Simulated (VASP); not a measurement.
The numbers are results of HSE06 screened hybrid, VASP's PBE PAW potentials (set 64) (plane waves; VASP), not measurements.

A VASP calculation is set up with these files.

### POSCAR
```
BC35Si36
1
    4.6409808260    -8.0384148411     0.0000000000
    4.6409808260     8.0384148411     0.0000000000
    0.0000000000     0.0000000000    10.1276834096
Si C B
36 35 1
Direct
  0.9994608914   0.9998592425   0.0001958505
  0.9997901597   0.9991850380   0.5011159061
  0.2221236278   0.1114227327   0.7506554826
  0.1101242582   0.2211544420   0.2503540008
  0.9998958375   0.3326262812   0.0002685707
  0.0001041295   0.3334386326   0.5011582518
  0.2225288025   0.4434424203   0.7507336592
  0.1109921322   0.5549932131   0.2513395843
  0.9998183981   0.6664586049   0.0003176124
  0.9991676380   0.6659853170   0.5014334925
  0.2222935095   0.7775176992   0.7505728265
  0.1108153697   0.8885343942   0.2513282933
  0.3335275038   0.0001077806   0.0004710463
  0.3336211193   0.0003718299   0.5015127209
  0.5563245121   0.1117672418   0.7506837862
  0.4447011637   0.2222529545   0.2516879722
  0.3323502617   0.3324012059   0.0015566690
  0.3311910776   0.3316784940   0.4997738855
  0.5553628522   0.4438905284   0.7525943061
  0.4444317462   0.5546654078   0.2516897336
  0.3335799452   0.6663387392   0.0004456004
  0.3336434957   0.6657979733   0.5015653254
  0.5563641655   0.7774489187   0.7506482224
  0.4446989690   0.8886927894   0.2515926212
  0.6672075665   0.0000696829   0.0003319224
  0.6661433859   0.9994542214   0.5011938141
  0.8889287214   0.1108858949   0.7508857475
  0.7782377391   0.2215976800   0.2504095483
  0.6672562178   0.3327674892   0.0015398327
  0.6675910858   0.3321039877   0.4997513549
  0.8881510875   0.4434803481   0.7506244773
  0.7772669963   0.5549492495   0.2514144321
  0.6668017883   0.6670488636   0.0013885709
  0.6671777689   0.6678225713   0.4997816402
  0.8877912636   0.7771162511   0.7505840135
  0.7777988337   0.8889918998   0.2504131990
  0.9997975982   0.9995690389   0.8130267766
  0.9996034414   0.9994436336   0.3130681113
  0.2192506842   0.1083382640   0.5617126238
  0.1097417607   0.2211350499   0.0619719202
  0.0001747441   0.3330926958   0.8131158342
  0.0000031929   0.3328118717   0.3130849165
  0.2195626773   0.4433722562   0.5617748566
  0.1111627880   0.5553199120   0.0617492024
  0.9999896172   0.6663560237   0.8127793111
  0.9998784936   0.6661917453   0.3133152540
  0.2222160928   0.7774117754   0.5617181317
  0.1110466743   0.8888241324   0.0617540590
  0.3333807814   0.9998226536   0.8128793773
  0.3331830558   0.9995634243   0.3134249854
  0.5560983458   0.1087799931   0.5617415131
  0.4444708854   0.2217485140   0.0623474595
  0.3315191119   0.3319405922   0.8161691248
  0.3305204420   0.3313579601   0.3106399740
  0.4440516576   0.5551135343   0.0623180459
  0.3335825133   0.6664833499   0.8128693385
  0.3333162124   0.6662601736   0.3134207683
  0.5559879617   0.7799746560   0.5617260571
  0.4445933185   0.8887308254   0.0619670127
  0.6667362718   0.9998164228   0.8131364727
  0.6668436156   0.9998239233   0.3132132668
  0.8887433027   0.1107556426   0.5617386246
  0.7785985374   0.2214721026   0.0619929006
  0.6676060430   0.3322396393   0.8161765521
  0.6680031293   0.3317523618   0.3106317200
  0.8909627710   0.4436695449   0.5616928120
  0.7781071887   0.5555659057   0.0620817210
  0.6672701113   0.6678486871   0.8160342646
  0.6676884336   0.6685356918   0.3106365204
  0.8905227090   0.7797484330   0.5616596620
  0.7780597944   0.8895908152   0.0619398101
  0.5552480207   0.4437387338   0.5608800464
```

INCAR:
```
SYSTEM  =  BC35Si36
PREC  =  Normal; ENCUT  =  400; LREAL  =  Auto
LASPH  =  .TRUE.; ISYM  =  0; NELECT  =  288.0
EDIFF  =  1E-5; NELM  =  50; NELMIN  =  4
ALGO  =  Normal
ISMEAR  =  0; SIGMA  =  0.05
GGA  =  PE; LHFCALC  =  .TRUE.; AEXX  =  0.25
HFSCREEN  =  0.2; PRECFOCK  =  Fast
ISIF  =  0
LWAVE  =  .FALSE.; LCHARG  =  .FALSE.
```

### KPOINTS
```
Automatic mesh
0
Gamma
1 1 1
0 0 0
```

POTCAR, in this order: Si C B (PBE.64 set). Program: vasp_gam. Read from the step before: WAVECAR.

What VASP printed:

File OUTCAR:
```
 ion  position               nearest neighbor table
   1  0.999  1.000  0.000-  40 1.89  71 1.89  48 1.90  37 1.90  25 3.08   5 3.09  17 3.09  33 3.09
                            27 3.09   4 3.10   9 3.10   3 3.10  36 3.10  35 3.10  13 3.10  12 3.11
   2  1.000  0.999  0.501-  70 1.87  39 1.87  62 1.89  38 1.90  18 3.08  34 3.08  10 3.09  14 3.09
                            35 3.09  12 3.09   3 3.10  26 3.10  27 3.10   6 3.10  36 3.10   4 3.10
   3  0.222  0.111  0.751-  53 1.89  37 1.90  49 1.90  39 1.91   7 3.08  19 3.09  27 3.09  14 3.09
                             2 3.10   1 3.10  18 3.10  13 3.10  11 3.10  17 3.10  15 3.10  35 3.10
   4  0.110  0.221  0.250-  54 1.87  38 1.89  42 1.89  40 1.91  28 3.08  36 3.08  18 3.09  17 3.09
                            12 3.09   8 3.09   1 3.10   5 3.10  20 3.10  16 3.10   2 3.10   6 3.11
   5  1.000  0.333  0.000-  63 1.89  40 1.89  44 1.90  41 1.90   1 3.09  17 3.09  25 3.09  29 3.09
                            27 3.09   7 3.10   4 3.10  28 3.10  21 3.10  31 3.10   9 3.10   8 3.11
   6  0.000  0.333  0.501-  66 1.87  43 1.87  62 1.89  42 1.90  30 3.08  18 3.08  22 3.09  10 3.09
                            31 3.09   8 3.09   7 3.10  27 3.10  26 3.10   2 3.10  28 3.10   4 3.11
   7  0.223  0.443  0.751-  53 1.89  41 1.90  56 1.90  43 1.91   3 3.08  19 3.09  27 3.09  22 3.09
                             6 3.10   5 3.10  18 3.10  17 3.10  21 3.10  23 3.10  11 3.10  31 3.10
   8  0.111  0.555  0.251-  42 1.89  46 1.89  57 1.89  44 1.92  28 3.09   6 3.09   4 3.09  20 3.10
                            12 3.10  32 3.10  24 3.10  10 3.10  22 3.10  21 3.11   5 3.11   9 3.11
   9  1.000  0.666  0.000-  67 1.89  48 1.89  44 1.89  45 1.90  29 3.09  33 3.09   1 3.10  13 3.10
                            11 3.10  21 3.10  35 3.10   5 3.10  31 3.10  12 3.11   8 3.11  32 3.11
  10  0.999  0.666  0.501-  66 1.89  70 1.89  47 1.89  46 1.91  30 3.09   2 3.09  34 3.09   6 3.09
                            35 3.09  31 3.09  11 3.10  32 3.10  12 3.10   8 3.10  14 3.10  22 3.11
  11  0.222  0.778  0.751-  45 1.89  49 1.90  56 1.90  47 1.91  14 3.09  22 3.09  10 3.10   9 3.10
                            21 3.10  13 3.10   3 3.10  31 3.10  23 3.10  15 3.10   7 3.10  35 3.10
  12  0.111  0.889  0.251-  38 1.89  46 1.89  50 1.89  48 1.92   4 3.09  36 3.09   2 3.09  32 3.10
                             8 3.10  16 3.10  24 3.10  10 3.10  14 3.10   9 3.11  13 3.11   1 3.11
  13  0.334  0.000  0.000-  52 1.89  48 1.89  59 1.89  49 1.90  17 3.09  29 3.09   9 3.10  25 3.10
                            21 3.10   3 3.10  11 3.10  15 3.10   1 3.10  12 3.11  16 3.11  24 3.11
  14  0.334  0.000  0.502-  39 1.89  51 1.89  47 1.89  50 1.90  18 3.09  30 3.09  26 3.09   3 3.09
                             2 3.09  11 3.09  15 3.09  16 3.10  24 3.10  12 3.10  10 3.10  22 3.11
  15  0.556  0.112  0.751-  64 1.89  60 1.90  49 1.90  51 1.91  31 3.08  19 3.09  27 3.09  14 3.09
                            26 3.09  25 3.10  30 3.10  13 3.10  29 3.10   3 3.10  11 3.10  23 3.10
  16  0.445  0.222  0.252-  54 1.89  65 1.89  50 1.90  52 1.92  30 3.09  18 3.09  20 3.09  32 3.09
                            14 3.10  24 3.10  12 3.10  28 3.10   4 3.10  17 3.10  29 3.10  13 3.11
  17  0.332  0.332  0.002-  53 1.88  40 1.89  55 1.89  52 1.89   5 3.09   1 3.09   4 3.09  13 3.09
                            19 3.09  21 3.09   7 3.10  20 3.10   3 3.10  16 3.10  33 3.11  29 3.11
  18  0.331  0.332  0.500-  39 1.90  43 1.90  72 1.90  54 1.92   2 3.08   6 3.08  16 3.09  20 3.09
                            14 3.09   4 3.09  22 3.09   3 3.10   7 3.10  34 3.12  30 3.12  19 3.13
  19  0.555  0.444  0.753-  53 1.91  68 1.91  64 1.91  72 1.94  15 3.09   7 3.09  35 3.09   3 3.09
                            31 3.09  23 3.09  33 3.09  29 3.09  17 3.09  34 3.13  30 3.13  18 3.13
  20  0.444  0.555  0.252-  69 1.89  54 1.89  57 1.90  55 1.92  34 3.09  18 3.09  16 3.09  32 3.09
                            22 3.10   8 3.10  36 3.10  24 3.10   4 3.10  17 3.10  33 3.10  21 3.11
  21  0.334  0.666  0.000-  55 1.89  44 1.89  59 1.89  56 1.90  33 3.09  17 3.09  25 3.10   5 3.10
                            13 3.10   9 3.10  11 3.10   7 3.10  23 3.10   8 3.11  24 3.11  20 3.11
  22  0.334  0.666  0.502-  58 1.89  43 1.89  47 1.89  57 1.91  34 3.09  18 3.09   6 3.09  26 3.09
                             7 3.09  23 3.09  11 3.09  20 3.10  24 3.10   8 3.10  10 3.11  14 3.11
  23  0.556  0.777  0.751-  68 1.89  60 1.90  56 1.90  58 1.91  35 3.08  27 3.09  19 3.09  26 3.09
                            22 3.09  34 3.10  25 3.10  33 3.10   7 3.10  21 3.10  11 3.10  15 3.10
  24  0.445  0.889  0.252-  61 1.89  50 1.89  57 1.89  59 1.92  36 3.09  26 3.09  28 3.09  16 3.10
                             8 3.10  12 3.10  20 3.10  14 3.10  22 3.10  21 3.11  13 3.11  25 3.11
  25  0.667  0.000  0.000-  71 1.89  63 1.89  59 1.90  60 1.90   1 3.08   5 3.09  29 3.09  33 3.09
                            27 3.09  28 3.10  36 3.10  21 3.10  13 3.10  15 3.10  23 3.10  24 3.11
  26  0.666  0.999  0.501-  51 1.87  58 1.87  62 1.89  61 1.90  30 3.08  34 3.08  14 3.09  22 3.09
                            24 3.09  23 3.09  15 3.09   2 3.10  27 3.10   6 3.10  36 3.10  28 3.10
  27  0.889  0.111  0.751-  37 1.89  60 1.89  41 1.89  62 1.92   1 3.09   3 3.09  31 3.09  23 3.09
                             5 3.09  15 3.09   7 3.09  25 3.09  35 3.09   6 3.10   2 3.10  26 3.10
  28  0.778  0.222  0.250-  65 1.87  42 1.89  61 1.89  63 1.91   4 3.08  36 3.09  30 3.09  29 3.09
                             8 3.09  24 3.09  25 3.10   5 3.10  32 3.10  16 3.10   6 3.10  26 3.10
  29  0.667  0.333  0.002-  64 1.88  63 1.89  67 1.89  52 1.89  25 3.09   5 3.09  28 3.09   9 3.09
                            13 3.09  19 3.09  32 3.10  15 3.10  31 3.10  16 3.10  33 3.10  17 3.11
  30  0.668  0.332  0.500-  51 1.90  66 1.90  72 1.90  65 1.92   6 3.08  26 3.08  16 3.09  32 3.09
                            28 3.09  10 3.09  14 3.09  15 3.10  31 3.10  34 3.12  18 3.12  19 3.13
  31  0.888  0.443  0.751-  64 1.89  41 1.90  45 1.90  66 1.91  15 3.08  27 3.09  19 3.09   6 3.09
                            10 3.09   5 3.10  30 3.10  35 3.10   9 3.10  29 3.10  11 3.10   7 3.10
  32  0.777  0.555  0.251-  69 1.89  65 1.89  46 1.90  67 1.92  16 3.09  30 3.09  20 3.09  34 3.09
                            12 3.10  10 3.10   8 3.10  29 3.10  36 3.10  28 3.10  33 3.10   9 3.11
  33  0.667  0.667  0.001-  68 1.88  71 1.89  67 1.89  55 1.89   1 3.09  25 3.09  36 3.09  21 3.09
                            19 3.09   9 3.09  23 3.10  35 3.10  32 3.10  20 3.10  29 3.10  17 3.11
  34  0.667  0.668  0.500-  70 1.90  58 1.90  72 1.90  69 1.92   2 3.08  26 3.08  20 3.09  22 3.09
                            36 3.09  32 3.09  10 3.09  23 3.10  35 3.10  30 3.12  18 3.12  19 3.13
  35  0.888  0.777  0.751-  68 1.89  37 1.90  45 1.90  70 1.91  23 3.08  19 3.09  27 3.09  10 3.09
                             2 3.09   1 3.10  34 3.10  31 3.10   9 3.10  33 3.10  11 3.10   3 3.10
  36  0.778  0.889  0.250-  69 1.87  38 1.89  61 1.89  71 1.91   4 3.08  28 3.09  34 3.09  33 3.09
                            24 3.09  12 3.09  25 3.10   1 3.10  32 3.10  20 3.10   2 3.10  26 3.10
  37  1.000  1.000  0.813-  27 1.89   3 1.90   1 1.90  35 1.90
  38  1.000  0.999  0.313-  12 1.89   4 1.89  36 1.89   2 1.90
...
```

File OSZICAR:
```
       N       E                     dE             d eps       ncg     rms          rms(c)
DAV:   1    -0.607076529704E+03   -0.60708E+03   -0.11192E+01   362   0.785E+00    0.158E+01
DAV:   2    -0.607152136593E+03   -0.75607E-01   -0.29210E-01   383   0.117E+00    0.114E+01
DAV:   3    -0.607134281094E+03    0.17855E-01   -0.13292E-02   412   0.252E-01    0.673E+00
DAV:   4    -0.607127883118E+03    0.63980E-02   -0.37504E-03   412   0.123E-01    0.388E+00
DAV:   5    -0.607125888496E+03    0.19946E-02   -0.10687E-03   399   0.664E-02    0.221E+00
DAV:   6    -0.607125235948E+03    0.65255E-03   -0.25114E-04   399   0.355E-02    0.126E+00
DAV:   7    -0.607125023072E+03    0.21288E-03   -0.74191E-05   399   0.212E-02    0.719E-01
DAV:   8    -0.607124956201E+03    0.66871E-04   -0.22241E-05   231   0.125E-02    0.416E-01
DAV:   9    -0.607124936919E+03    0.19282E-04   -0.10321E-05   223   0.909E-03    0.235E-01
DAV:  10    -0.607124932352E+03    0.45666E-05   -0.27647E-06   207   0.474E-03
   1 F= -.60712493E+03 E0= -.60712493E+03  d E =-.472621E-16
```

File OUTCAR:
```
------------------------ aborting loop because EDIFF is reached ----------------------------------------
  volume of cell :      755.65
      direct lattice vectors                 reciprocal lattice vectors
     4.640980826 -8.038414841  0.000000000     0.107735847 -0.062201318  0.000000000
     4.640980826  8.038414841  0.000000000     0.107735847  0.062201318  0.000000000
     0.000000000  0.000000000 10.127683410     0.000000000  0.000000000  0.098739263
  FREE ENERGIE OF THE ION-ELECTRON SYSTEM (eV)
  ---------------------------------------------------
  free  energy   TOTEN  =      -607.1249323520 eV

  energy  without entropy=     -607.1249323520  energy(sigma->0) =     -607.12493235

  exchange ACFDT corr.  =         0.00000000  see jH, gK, PRB 81, 115126
```
(Selected blocks of OUTCAR.)

### OUTCAR
```
 val. band max:        7.8090712882   @ k =   0.0000   0.0000   0.0000

 cond. band min:      11.3634588765   @ k =   0.0000   0.0000   0.0000


 Fermi energy:         8.1032292814

 k-point     1 :       0.0000    0.0000    0.0000
  band No.  band energies     occupation
      1      -9.5465      2.00000
      2      -8.3044      2.00000
      3      -8.2170      2.00000
      4      -7.6277      2.00000
      5      -7.6088      2.00000
      6      -7.6077      2.00000
      7      -7.5439      2.00000
      8      -7.5433      2.00000
      9      -7.3504      2.00000
     10      -6.4691      2.00000
     11      -6.4501      2.00000
     12      -6.4486      2.00000
     13      -6.4180      2.00000
     14      -6.4018      2.00000
     15      -6.4014      2.00000
     16      -6.3935      2.00000
     17      -6.3930      2.00000
     18      -6.3094      2.00000
     19      -6.3073      2.00000
     20      -6.3068      2.00000
     21      -5.8938      2.00000
     22      -5.5827      2.00000
     23      -4.7821      2.00000
     24      -4.7817      2.00000
     25      -4.6412      2.00000
     26      -4.6403      2.00000
     27      -4.4912      2.00000
     28      -4.4908      2.00000
     29      -4.4856      2.00000
     30      -4.3908      2.00000
     31      -4.3770      2.00000
     32      -4.3533      2.00000
     33      -4.3521      2.00000
     34      -4.3054      2.00000
     35      -4.3047      2.00000
     36      -2.1385      2.00000
     37      -1.9004      2.00000
     38      -0.9390      2.00000
     39      -0.9385      2.00000
     40      -0.6765      2.00000
     41      -0.6538      2.00000
     42      -0.6534      2.00000
     43      -0.5932      2.00000
     44      -0.5924      2.00000
     45      -0.5574      2.00000
     46      -0.5568      2.00000
     47      -0.5551      2.00000
     48      -0.5113      2.00000
     49      -0.3509      2.00000
     50       0.1386      2.00000
     51       0.1391      2.00000
...
```

The cell is charged, with a uniform compensating background. The supercell is sampled at Γ alone, which is coarse: total energies, pressure and levels can be off, energies of defects by several tenths of an eV.

The cell is a supercell with a defect, built from SiC (4h): B_C, charge -1. The cell's shape comes from a PBE relaxation. The run is not spin-polarised, so no state with unpaired spins was tried.
